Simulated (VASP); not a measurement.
PmSe:

```
Pm Se
1.0
     0.00000    3.22319    3.22319
     3.22319    0.00000    3.22319
     3.22319    3.22319    0.00000
Pm Se
1 1
Cartesian
  0.0000 0.0000 0.0000
  1.6116 1.6116 1.6116
```

The cell comes from a database or a generator and needn't be the stable form of this composition.

Base run:

| Item | Value |
| --- | --- |
| Program | VASP 6.6.1 |
| Functional | LDA |
| Potentials or basis | VASP PAW PBE potentials, release 64 (Pm, Se) |
| Cutoff | 520 eV |
| k mesh | 5 × 5 × 5 |
| Occupations | gaussian, width 0.05 eV |
| Spin | collinear spin, random start |
| Starting moments | [-0.13, 0.0] μB |
| Hubbard terms | Pm f U = 4 eV |

Its results: band gap on the k mesh none (metal or under the smearing width); pressure 1.7 GPa.

The run is repeated on the same cell with these changes: spin from collinear spin, random start to no spin polarisation; further incar settings from ALGO = Normal; EDIFF = 1e-07; NBANDS = 22 to ALGO = Normal; EDIFF = 1e-06; NBANDS = 18. What comes out?

Band gap on the k mesh none (metal or under the smearing width); pressure -0.3 GPa.

Caveats: the PAW data sets were made with another functional, which shifts forces and pressure a little; the magnetic or orbital state may not be the lowest (some runs); spin-orbit coupling is left out, which moves the levels of the heavy elements (some runs); U without spin polarisation on a metal has little footing (some runs).
